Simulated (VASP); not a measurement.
A convergence study with VASP on TiB2 (AlB2 type): one setting is varied, all else stays as given below, so the limit is that of these other settings.

```
TiB2
1.0
    1.51500    -2.62406     0.00000
    1.51500     2.62406     0.00000
    0.00000     0.00000     3.23000
Ti B
1 2
Direct
  0.00000   0.00000   0.00000
  0.33333   0.66667   0.50000
  0.66667   0.33333   0.50000
```

The numbers are results of PBE GGA, VASP's PBE PAW potentials (set 64) (plane waves; VASP), not measurements. The tightest run used: 700 eV cut-off, 17×17×14 Monkhorst-Pack mesh, first-order Methfessel-Paxton smearing of 0.10 eV, potentials Ti_sv B.

### Question
The settings run are 1×1×1 mesh; 2×2×2 mesh; 3×3×3 mesh; 4×4×3 mesh; 5×5×4 mesh; 6×6×5 mesh; 7×7×6 mesh; 8×8×7 mesh; 9×9×8 mesh; 10×10×8 mesh; 11×11×9 mesh; 12×12×10 mesh; 13×13×11 mesh; 14×14×12 mesh; 15×15×13 mesh; 16×16×14 mesh; 17×17×14 mesh. From which on does the energy per atom stay within 0.002 eV/atom of the tightest run?

### Answer
From 8×8×7 mesh on: it is off by 0.0002 there and by no more than 0.002 in any finer run, while 7×7×6 mesh is off by 0.0030.
```csv
setting,E (eV/atom),pressure (GPa),irreducible k-points,difference judged (eV/atom)
1×1×1 mesh,-5.3337,21.33,1,2.8103
2×2×2 mesh,-8.2709,-0.99,2,0.1269
3×3×3 mesh,-8.1652,-0.83,6,0.0212
4×4×3 mesh,-8.1444,0.28,12,0.0004
5×5×4 mesh,-8.1320,0.42,10,0.0120
6×6×5 mesh,-8.1456,0.15,36,0.0016
7×7×6 mesh,-8.1470,0.07,24,0.0030
8×8×7 mesh,-8.1442,0.15,80,0.0002
9×9×8 mesh,-8.1438,0.19,48,0.0002
10×10×8 mesh,-8.1447,0.15,120,0.0007
11×11×9 mesh,-8.1443,0.16,80,0.0003
12×12×10 mesh,-8.1439,0.16,210,0.0001
13×13×11 mesh,-8.1445,0.16,126,0.0005
14×14×12 mesh,-8.1439,0.17,336,0.0001
15×15×13 mesh,-8.1442,0.16,189,0.0002
16×16×14 mesh,-8.1440,0.17,504,0.0000
17×17×14 mesh,-8.1440,0.17,231,0.0000
```

Left out are rungs that failed or repeat a setting and relaxations that didn't move; long series are thinned to 24 rows.

The compound is TiB2 in the AlB2 type structure. The cell was not relaxed at this level.
